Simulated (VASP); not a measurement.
Consider the following.

```
CELL_PARAMETERS angstrom
     -2.07940     2.07940     2.07940
      2.07940    -2.07940     2.07940
      2.07940     2.07940    -2.07940
ATOMIC_POSITIONS crystal
  Na 0.00000 0.00000 0.00000
```

Method: PBE GGA, VASP's PBE PAW potentials (set 64) (plane waves; VASP). Numerical set-up: 480 eV cut-off, 12×12×12 Γ-centred mesh, first-order Methfessel-Paxton smearing of 0.10 eV, potentials Na_pv.

Each relaxation starts from this cell; other phases were not tried.

Task: The cell is relaxed at 20 GPa. What happens?

Result: The volume per atom goes from 35.96 to 18.39 Å³ (-48.9 %), and the cell becomes a = b = c = 3.3259 Å, α = β = γ = 90.00°, space group Im-3m.

Failed runs are left out, and for metals the shear rows, which the mesh's noise covers.

The compound is Na in the bcc structure.
